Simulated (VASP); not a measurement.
# Sn5Se4S6 (P1) in VASP: band structure with HSE06

Aim: the band structure of Sn5Se4S6 with HSE06.

Program: VASP 6.6.1. These are calculated values, not measurements. Logs are shortened: lines on timing, memory, paths and dates and some standing lists are left out, and cuts for length are marked.

**1. Starting point**

The typed cell holds 15 atoms: a = 5.912 Å, b = 6.469 Å, c = 9.885 Å, α = 109.10°, β = 89.93°, γ = 90.18°.

The cell was built by a generator and needn't be a form met in nature.

**2. Band structure, HSE06**

POSCAR reads:

```
Sn5Se4S6                                
1.0
   -0.0003667801      0.0093172842     -5.9115707412
    0.0001832410     -6.4693750176      0.0100834251
   -9.3409124741      3.2349473239     -0.0056309985
  Sn              Se              S             
     5     4     6
Direct
     0.0014723252577913    0.8031922332454099    0.5998360974290531
     0.0034109943780943    0.4037954933971410    0.8030869489372900
     0.0015204419450705    0.6023045762602990    0.1971214118402344
     0.0051275225701406    0.1935396822975692    0.4001899083574481
     0.0050208833126388    0.9972761922700895    0.9997603520103630
     0.7305763797436161    0.4655341337612809    0.6011349417967388
     0.7283190184428247    0.0662430076592524    0.8000354874302769
     0.7310835450052582    0.2644601636571805    0.1995691513013867
     0.2764639184540305    0.5348737646092392    0.3996381856132326
     0.7565086575535641    0.8656091128747631    0.3975353224608106
     0.7549921246636430    0.6680175434334475    0.0018600782581016
     0.2507334360679880    0.1343484158794102    0.6018541478790377
     0.2509814139554598    0.3334425515362421    0.9980686670966742
     0.2529598387505068    0.9321659278478568    0.1983688775999158
     0.2508294998993736    0.7351972012708116    0.8019404219894299
```

INCAR.step1 reads:

```
PREC = Accurate ; ENCUT = 520
EDIFF = 1E-5 ; ISMEAR = 0
SIGMA = 0.03 ; LREAL = False
LASPH = True ; NELM = 80
ALGO = Normal ; ISIF = 2
LWAVE = True ; LCHARG = False
NBANDS = 78 ; GGA = PE
```

INCAR.step2 reads:

```
PREC = Accurate ; ENCUT = 520
EDIFF = 1E-6 ; ISMEAR = 0
SIGMA = 0.03 ; LREAL = False
LASPH = True ; NELM = 80
ALGO = Normal ; ISIF = 2
LWAVE = False ; LCHARG = False
GGA = PE ; LHFCALC = True
HFSCREEN = 0.2 ; PRECFOCK = Fast
NBANDS = 78 ; ISTART = 1
```

KPOINTS reads:

```
regular mesh
0
Gamma
  2 2 2
```

KPOINTS_OPT reads:

```
explicit points
8
Reciprocal
 0.0000000000  0.0000000000  0.0000000000 1
 0.5000000000 -0.5600000000  0.2800000000 1
 0.5000000000 -0.4400000000 -0.2800000000 1
 0.5000000000 -0.5000000000  0.0000000000 1
 0.0000000000 -0.5000000000  0.0000000000 1
 0.5000000000  0.0000000000 -0.5000000000 1
 0.0000000000 -0.5600000000  0.2800000000 1
 0.0000000000 -0.4400000000 -0.2800000000 1
```

Potentials or basis: VASP PAW PBE potentials, release 64 (Sn_d, Se, S).

On the command line:

```console
$ cat potpaw_PBE.64/Sn_d/POTCAR potpaw_PBE.64/Se/POTCAR potpaw_PBE.64/S/POTCAR > POTCAR
$ cp INCAR.step1 INCAR
$ mpirun -np 8 vasp_std > vasp.out
$ cp INCAR.step2 INCAR
$ mpirun -np 8 vasp_std > vasp.out
```

OUTCAR:

```text
PREC = Accurate
   ENCUT = 520
   EDIFF = 1E-6
   ISMEAR = 0
   LREAL = False
   LASPH = True
   NELM = 80
   ISIF = 2
   GGA = PE
   LHFCALC = True
   HFSCREEN = 0.2
   PRECFOCK = Fast
   ISTART = 1

 ion  position               nearest neighbor table
   1  0.001  0.803  0.600-  12 2.59  10 2.61  15 2.64   7 2.69   6 2.71   9 2.71   4 3.68   5 3.74
                             2 3.74   2 3.76
   2  0.003  0.404  0.803-  13 2.58  15 2.59  11 2.60  12 2.62   6 2.70   7 2.71   3 3.68   5 3.69
                             1 3.74   5 3.75   1 3.76
   3  0.002  0.602  0.197-  11 2.56  10 2.59  14 2.59  13 2.62   8 2.71   9 2.72   2 3.68   5 3.69
                             4 3.69
   4  0.005  0.194  0.400-  10 2.57  12 2.60  14 2.61   8 2.72   6 2.72   9 2.73   1 3.68   3 3.69
                             5 3.74
   5  0.005  0.997  1.000-  15 2.58  11 2.59  14 2.59  13 2.62   8 2.70   7 2.71   3 3.69   2 3.69
                             1 3.74   4 3.74   2 3.75
   6  0.731  0.466  0.601-   2 2.70   1 2.71   4 2.72
   7  0.728  0.066  0.800-   1 2.69   2 2.71   5 2.71
   8  0.731  0.264  0.200-   5 2.70   3 2.71   4 2.72
   9  0.276  0.535  0.400-   1 2.71   3 2.72   4 2.73
  10  0.757  0.866  0.398-   4 2.57   3 2.59   1 2.61
  11  0.755  0.668  0.002-   3 2.56   5 2.59   2 2.60
  12  0.251  0.134  0.602-   1 2.59   4 2.60   2 2.62
  13  0.251  0.333  0.998-   2 2.58   3 2.62   5 2.62
  14  0.253  0.932  0.198-   3 2.59   5 2.59   4 2.61
  15  0.251  0.735  0.802-   5 2.58   2 2.59   1 2.64

  LATTYP: Found a triclinic cell.
 ALAT       =    22.0778275937
 B/A-ratio  =     0.3963184921
 C/A-ratio  =     0.8461721006
 COS(alpha) =     0.0000429905
 COS(beta)  =     0.4231118866
 COS(gamma) =     0.9006723686

  Lattice vectors:

 A1 = (   9.3410963113,  16.1545431605,  11.7985222056)
 A2 = (   0.0001835391,   6.4600577334,   5.9014873161)
 A3 = (  18.6816417072,  -0.0005196302,   0.0011785719)

Analysis of symmetry for initial positions (statically):
=====================================================================
 Subroutine PRICEL returns:
 Original cell was already a primitive cell.

 Routine SETGRP: Setting up the symmetry group for a
 triclinic supercell.

 Subroutine GETGRP returns: Found  1 space group operations
 (whereof  1 operations were pure point group operations)
 out of a pool of  2 trial point group operations.

The static configuration has the point symmetry C_1 .

Analysis of symmetry for dynamics (positions and initial velocities):
=====================================================================
 Subroutine PRICEL returns:
 Original cell was already a primitive cell.

 Routine SETGRP: Setting up the symmetry group for a
 triclinic supercell.

 Subroutine GETGRP returns: Found  1 space group operations
 (whereof  1 operations were pure point group operations)
 out of a pool of  2 trial point group operations.

The dynamic configuration has the point symmetry C_1 .

 Subroutine INISYM returns: Found  1 space group operations
 (whereof  1 operations are pure point group operations),
 and found     1 'primitive' translations

----------------------------------------------------------------------------------------

                                     Primitive cell

  volume of cell :     357.2310

  direct lattice vectors                    reciprocal lattice vectors
    -0.000366780  0.009317284 -5.911570741     0.000010665 -0.000263660 -0.169160195
     0.000183241 -6.469375018  0.010083425    -0.053532771 -0.154576328 -0.000240308
    -9.340912474  3.234947324 -0.005630998    -0.107056973 -0.000003022  0.000006638

  length of vectors
     5.911578095  6.469382878  9.885219357     0.169160401  0.163583790  0.107056973

  position of ions in fractional coordinates (direct lattice)
     0.001472325  0.803192233  0.599836097
     0.003410994  0.403795493  0.803086949
     0.001520442  0.602304576  0.197121412
     0.005127523  0.193539682  0.400189908
     0.005020883  0.997276192  0.999760352
     0.730576380  0.465534134  0.601134942
     0.728319018  0.066243008  0.800035487
[... 49 lines left out ...]
 ===========================================

 Found      8 irreducible k-points:

 Following reciprocal coordinates:
            Coordinates               Weight
  0.000000  0.000000  0.000000      1.000000
  0.500000 -0.000000  0.000000      1.000000
  0.000000  0.500000 -0.000000      1.000000
  0.500000  0.500000  0.000000      1.000000
 -0.000000 -0.000000  0.500000      1.000000
  0.500000  0.000000  0.500000      1.000000
  0.000000  0.500000  0.500000      1.000000
  0.500000  0.500000  0.500000      1.000000
   k-points           NKPTS =      8   k-points in BZ     NKDIM =      8   number of bands    NBANDS=     80
   number of dos      NEDOS =    301   number of ions     NIONS =     15
   total plane-waves  NPLWV = 184320
   dimension x,y,z NGX =    48 NGY =   48 NGZ =   80
   dimension x,y,z NGXF=    96 NGYF=   96 NGZF=  160
   ions per type =               5   4   6
   NGX,Y,Z   is equivalent  to a cutoff of  13.50, 12.33, 13.45 a.u.
   NGXF,Y,Z  is equivalent  to a cutoff of  27.00, 24.67, 26.91 a.u.
 SYSTEM =  unknown system
   PREC   = accura    normal or accurate (medium, high low for compatibility)
   ISTART =      1    job   : 0-new  1-cont  2-samecut
   ICHARG =      0    charge: 1-file 2-atom 10-const
   ISPIN  =      1    spin polarized calculation?
   LNONCOLLINEAR =      F non collinear calculations
   LSORBIT =      F    spin-orbit coupling
   LASPH  =      T    aspherical Exc in radial PAW
   ENCUT  =  520.0 eV  38.22 Ry    6.18 a.u.  10.99 12.03 18.38*2*pi/ulx,y,z
   NELM   =     80;   NELMIN=  2; NELMDL=  0     # of ELM steps
   EDIFF  = 0.1E-05   stopping-criterion for ELM
   LREAL  =      F    real-space projection
   EDIFFG = 0.1E-04   stopping-criterion for IOM
   NSW    =      0    number of steps for IOM
   IBRION =     -1    ionic relax: 0-MD 1-quasi-New 2-CG
   NFREE  =      0    steps in history (QN), initial steepest desc. (CG)
   ISIF   =      2    stress and relaxation
   ISYM   =      3    0-nonsym 1-usesym 2-fastsym
   POTIM  = 0.5000    time-step for ionic-motion
   TEBEG  =    0.0;   TEEND  =   0.0 temperature during run
   PSTRESS=    0.0 pullay stress
   NELECT =     130.0000    total number of electrons
   NUPDOWN=      -1.0000    fix difference up-down
   EMIN   =  10.00;   EMAX   =-10.00  energy-range for DOS
   EFERMI =   0.00;   METHOD = LEGACY
   ISMEAR =     0;   SIGMA  =   0.03  broadening in eV -4-tet -1-fermi 0-gaus
   EFERMI_NEDOS =   21; number of points for ismear=-14 and -15
   IALGO  =     38    algorithm
   IMIX   =      1    mixing-type and parameters
     AMIX     =   0.40;   BMIX     =  1.00
     AMIX_MAG =   1.60;   BMIX_MAG =  1.00
  volume/ion in A,a.u.               =      23.82       160.71
  Fermi-wavevector in a.u.,A,eV,Ry     =   1.168798  2.208708 18.586774  1.366089
  Thomas-Fermi vector in A             =   2.305280
   LORBIT       =      0    0 simple, 1 ext, 2 COOP (PROOUT), +10 PAW based schemes
   GGA     = PE    functional components
   LHFCALC =     T    Hartree Fock is set to
   PRECFOCK=fast      Normal, Fast or Accurate (Low or Medium for compatibility)
   ENCUT4O =  -1.0   cutoff for four orbital integrals eV
   NKREDX  =     1    reduce k-point grid by
   NKREDY  =     1    reduce k-point grid by
   NKREDZ  =     1    reduce k-point grid by
   AEXX    =    0.2500 exact exchange contribution
   HFSCREEN=    0.2000 screening length (either q_TF or 0.3 A-1)
   HFSCREENC=   0.2000 screening length for correlation (either q_TF or 0.3 A-1)
   ENCUTFOCK=  -1.0 apply spherical cutoff to Coloumb kernel
   IVDW    =     0    specifies the selected vdW correction
   LEPSILON=     F    determine dielectric tensor
   LRPA    =     F    only Hartree local field effects (RPA)
 non-spin polarized calculation
 Gauss-broadening in eV      SIGMA  =   0.03
  energy-cutoff  :      520.00
  volume of cell :      357.23
 maximum number of plane-waves:      9638
 NGX is ok and might be reduce to    48
  NGX = 24; NGY = 28; NGZ = 40

 number of electron     130.0000004 magnetization

 Free energy of the ion-electron system (eV)
  ---------------------------------------------------
  ext. energy  EPLUGINS =         0.00000000
  ---------------------------------------------------
  free energy    TOTEN  =       -77.65164772 eV

  energy without entropy =      -77.65164772  energy(sigma->0) =      -77.65164772

 E-fermi :   4.2638     XC(G=0):  -7.9660

 val. band max:        4.0965333492   @ k =  -0.0000  -0.0000   0.5000
 cond. band min:       5.8276335399   @ k =   0.5000   0.0000   0.5000
 fundamental gap:      1.7311001907
 Fermi energy:         4.2637761488

 k-point     1 :       0.0000    0.0000    0.0000
  band No.  band energies     occupation
      1     -19.2148      2.00000
      2     -19.2115      2.00000
      3     -19.2035      2.00000
      4     -19.1974      2.00000
      5     -19.1635      2.00000
      6     -19.1620      2.00000
[... 629 lines left out ...]
     76      10.0919      0.00000
     77      10.7007      0.00000
 [bands above 77 left out]

------------------------ aborting loop because EDIFF is reached ----------------------------------------

  FORCE on cell =-STRESS in cart. coord.  units (eV):
  Direction    XX          YY          ZZ          XY          YZ          ZX
  --------------------------------------------------------------------------------------
  -------------------------------------------------------------------------------------
  Total       -1.9127902     -2.0285562     -2.5510863     -0.0160735      0.0072729      0.0040778
  in kB       -8.5788434     -9.0980525    -11.4415941     -0.0720893      0.0326188      0.0182889
  external PRESSURE =      -9.7061633 kB  Pullay stress =       0.0000000 kB

 VOLUME and BASIS-vectors are now :
 -----------------------------------------------------------------------------
  energy-cutoff  :      520.00
  volume of cell :      357.23
      direct lattice vectors                 reciprocal lattice vectors
    -0.000366780  0.009317284 -5.911570741     0.000010665 -0.000263660 -0.169160195
     0.000183241 -6.469375018  0.010083425    -0.053532771 -0.154576328 -0.000240308
    -9.340912474  3.234947324 -0.005630998    -0.107056973 -0.000003022  0.000006638

 POSITION                                       TOTAL-FORCE (eV/Angst)
 -----------------------------------------------------------------------------------
     -5.60287     -3.25570     -0.00398         0.001090     -0.007252      0.017797
     -7.50149     -0.01433     -0.02061         0.000657     -0.001740      0.027699
     -1.84118     -3.25884     -0.00402         0.001187     -0.009902      0.005613
     -3.73811      0.04256     -0.03061        -0.004012      0.016818      0.017024
     -9.33849     -3.21753     -0.02525         0.000997      0.009578      0.028617
     -5.61533     -1.06027     -4.31754        -0.007367     -0.009282     -0.538082
     -7.47332      2.16631     -4.30935         0.008815      0.002207     -0.546248
     -1.86438     -1.05848     -4.32031         0.008446     -0.007342     -0.541560
     -3.73299     -2.16491     -1.63119        -0.003904      0.004060      0.542657
     -3.71346     -4.30690     -4.46566         0.003747     -0.007400     -0.488043
     -0.01753     -4.30860     -4.45646        -0.013898      0.009218     -0.495535
     -5.62193      1.08015     -1.48426         0.011242      0.003157      0.490541
     -9.32290      1.07387     -1.48595         0.009478     -0.007544      0.492201
     -1.85287     -5.38646     -1.48711         0.007540     -0.001286      0.494744
     -7.49081     -2.15969     -1.47990        -0.024017      0.006710      0.492574
 -----------------------------------------------------------------------------------
    total drift:                                0.000133     -0.000642     -0.000406

  FREE ENERGIE OF THE ION-ELECTRON SYSTEM (eV)
  ---------------------------------------------------
  free  energy   TOTEN  =       -77.6516477229 eV

  energy  without entropy=      -77.6516477229  energy(sigma->0) =      -77.65164772
```

Wall time 15 min (8 MPI ranks of AMD EPYC 9R45 (Zen 5), shared host); peak memory 0.48 GiB.

Results:

```
Free energy             : -77.6516 eV
Pressure                : -1.0 GPa
Largest force           : 0.546 eV/Å
Band gap on the k mesh  : 1.73 eV, indirect (least direct gap 2.03 eV)
Band gap along the path : 1.82 eV, indirect (least direct gap 2.03 eV)
```

Forces in eV/Å, atoms in the order of the input:
```
Sn   0.001 -0.007  0.018
Sn   0.001 -0.002  0.028
Sn   0.001 -0.010  0.006
Sn  -0.004  0.017  0.017
Sn   0.001  0.010  0.029
Se  -0.007 -0.009 -0.538
Se   0.009  0.002 -0.546
Se   0.008 -0.007 -0.542
Se  -0.004  0.004  0.543
S    0.004 -0.007 -0.488
S   -0.014  0.009 -0.496
S    0.011  0.003  0.491
S    0.009 -0.008  0.492
S    0.008 -0.001  0.495
S   -0.024  0.007  0.493
```

Caveat: the k mesh is coarse (spacing up to 0.53 Å⁻¹), so the values aren't converged, least of all with exact exchange; the PAW data sets were made with another functional, which shifts forces and pressure a little; spin-orbit coupling is left out, which moves the levels of the heavy elements.
